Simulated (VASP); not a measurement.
An input for Ansatz (written as the equivalent of a VASP run, and not itself run):

Ansatz 0.2 input:
```yaml
crystal:
  lattice:
    - [4.1725711, 0.0000000, 0.0000000]
    - [0.0000000, 4.1725711, 0.0000000]
    - [0.0000000, 0.0000000, 5.8605291]
  atoms:
    - { symbol: In, position: [0.0000000, 1.0000000, 0.5000000] }
    - { symbol: Ga, position: [0.5000000, 0.5000000, 0.0000000] }
    - { symbol: As, position: [0.5000000, 1.0000000, 0.7696949] }
    - { symbol: As, position: [1.0000000, 0.5000000, 0.2303051] }
kpoints:
  mp_grid: { grid: [7, 7, 5] }
hamiltonian:
  xc: r2scan
  pseudopotentials: { kind: paw }
scf:
  occupations: { method: methfessel_paxton, width: 0.1 }
  max_iter: 100
relax:
  max_steps: 60
  f_tol: 0.02
  cell: {}
output: { forces: true, stress: true, eigenvalues: true }
```

### Question
Translate this input to VASP (INCAR, KPOINTS, POSCAR, choice of POTCAR).

### Answer
One answer among several that fit: 
KPOINTS:
```
Automatic
0
gamma
  7 7 5
```

INCAR:
```
SYSTEM  =  InGaAs2
PREC  =  Accurate; ENCUT  =  400; LREAL  =  .False.
LASPH  =  .True.
EDIFF  =  1E-6; NELM  =  100; ALGO  =  Normal
LMAXMIX  =  4; LMIXTAU  =  .True.
ISMEAR  =  1; SIGMA  =  0.1
METAGGA  =  R2SCAN
IBRION  =  2; NSW  =  60; ISIF  =  3
EDIFFG  =  -0.02
LWAVE  =  .False.; LCHARG  =  .False.
```

File POSCAR:
```
InGaAs2
1.0
  4.1725710772   0.0000000000   0.0000000000
  0.0000000000   4.1725710772   0.0000000000
  0.0000000000   0.0000000000   5.8605290531
In Ga As
1 1 2
Cartesian
  0.0000000000   4.1725710772   2.9302645265
  2.0862855386   2.0862855386   0.0000000000
  2.0862855386   4.1725710772   4.5108190756
  4.1725710772   2.0862855386   1.3497099775
```

POTCAR, in this order: In_d Ga_d As (PBE.64 set). Program: vasp_std.

What does not carry over: each code has its own PAW files, so the cut-off isn't converted (ENCUT is set for VASP's; basis.ecutwfc is left out, and Ansatz then takes the one that its files recommend); Ansatz stops its SCF on the density residual and VASP on the energy change (EDIFF).

The structure comes from a computed database's InGaAs2 entry (P-4m2); how it stands against other phases isn't given here. This run relaxes it. Symmetry was kept, so distortions that lower it aren't found. The start is the result of an earlier pass.
